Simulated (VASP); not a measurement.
Output of a VASP run:

**OSZICAR**
```
       N       E                     dE             d eps       ncg     rms          rms(c)
DAV:   1     0.727769055265E+02    0.72777E+02   -0.70050E+03  1128   0.136E+03
DAV:   2    -0.185208618090E+02   -0.91298E+02   -0.85206E+02  1144   0.264E+02
DAV:   3    -0.230652284029E+02   -0.45444E+01   -0.43679E+01  1440   0.696E+01
DAV:   4    -0.231693707972E+02   -0.10414E+00   -0.10394E+00  1384   0.986E+00
DAV:   5    -0.231724304823E+02   -0.30597E-02   -0.30591E-02  1500   0.177E+00    0.161E+01
DAV:   6    -0.249964964055E+02   -0.18241E+01   -0.29414E+01  1364   0.123E+02    0.137E+01
DAV:   7    -0.218576463490E+02    0.31389E+01   -0.13179E+01  1460   0.980E+01    0.485E+00
DAV:   8    -0.217876648330E+02    0.69982E-01   -0.64804E-01  1264   0.712E+00    0.155E+00
DAV:   9    -0.217635962815E+02    0.24069E-01   -0.84015E-02  1456   0.655E+00    0.443E-01
DAV:  10    -0.217634722515E+02    0.12403E-03   -0.64623E-03  1432   0.111E+00    0.196E-01
DAV:  11    -0.217633013355E+02    0.17092E-03   -0.78017E-04  1476   0.616E-01    0.480E-02
DAV:  12    -0.217632969042E+02    0.44313E-05   -0.65283E-05  1728   0.121E-01    0.162E-02
DAV:  13    -0.217632947057E+02    0.21984E-05   -0.50086E-06  1400   0.420E-02    0.556E-03
DAV:  14    -0.217632946632E+02    0.42549E-07   -0.63067E-07   728   0.147E-02
   1 F= -.17539186E+02 E0= -.17539522E+02  d E =-.175392E+02
```

### OUTCAR
```
------------------------ aborting loop because EDIFF is reached ----------------------------------------
  FORCE on cell =-STRESS in cart. coord.  units (eV):
  Direction    XX          YY          ZZ          XY          YZ          ZX
  --------------------------------------------------------------------------------------
  Total        4.2225625      4.2225625      4.2225625      0.0000000      0.0000000      0.0000000
  in kB      199.9268071    199.9268071    199.9268071      0.0000000      0.0000000      0.0000000
  external PRESSURE =      -0.0731929 kB  Pullay stress =     200.0000000 kB
  volume of cell :       33.84
      direct lattice vectors                 reciprocal lattice vectors
     0.000000000  2.567212864  2.567212864    -0.194763748  0.194763748  0.194763748
     2.567212864  0.000000000  2.567212864     0.194763748 -0.194763748  0.194763748
     2.567212864  2.567212864  0.000000000     0.194763748  0.194763748 -0.194763748
 POSITION                                       TOTAL-FORCE (eV/Angst)
 -----------------------------------------------------------------------------------
      0.00000      0.00000      0.00000         0.000000      0.000000      0.000000
      1.28361      1.28361      1.28361         0.000000      0.000000      0.000000
      3.85082      3.85082      3.85082        -0.000000     -0.000000     -0.000000
 -----------------------------------------------------------------------------------
    total drift:                               -0.000000     -0.000000      0.000000
  FREE ENERGIE OF THE ION-ELECTRON SYSTEM (eV)
  ---------------------------------------------------
  free  energy   TOTEN  =       -21.7632946632 eV

  energy  without entropy=      -21.7643002911  energy(sigma->0) =      -21.76362987
  enthalpy is  TOTEN    =       -17.5391863106 eV   P V=        4.2241083526

 reached required accuracy - stopping structural energy minimisation
```
(Selected blocks of OUTCAR.)

### POSCAR
```
CoSi2
1
   -0.0000000000     2.5672128639     2.5672128639
    2.5672128639    -0.0000000000     2.5672128639
    2.5672128639     2.5672128639     0.0000000000
Co Si
1 2
Direct
  1.0000000000   0.0000000000   1.0000000000
  0.2500000000   0.2500000000   0.2500000000
  0.7500000000   0.7500000000   0.7500000000
```

Write an INCAR and KPOINTS that could have produced this output.

One answer among several that fit: the input of the run itself, LDA (Ceperley-Alder, Perdew-Zunger), plane waves, VASP's LDA PAW potentials (set 64).

### INCAR
```
ALGO  =  Normal
EDIFF  =  1E-6
EDIFFG  =  -0.02
ENCUT  =  500
IBRION  =  2
ISIF  =  3
ISMEAR  =  1
LASPH  =  T
LCHARG  =  F
LMAXMIX  =  4
LREAL  =  F
LWAVE  =  F
NELM  =  100
NSW  =  40
PREC  =  Accurate
PSTRESS  =  200
SIGMA  =  0.1
SYSTEM  =  CoSi2
```

### KPOINTS
```
Automatic
0
Gamma
10 10 10
```

POTCAR, in this order: Co Si (LDA.64 set). Program: vasp_std.

The compound is CoSi2 in the fluorite structure. It was relaxed first under an external pressure of 20 GPa. The run is not spin-polarised, so no magnetic state was tried. The electron count is odd and the run is not spin-polarised, which forces a metal.
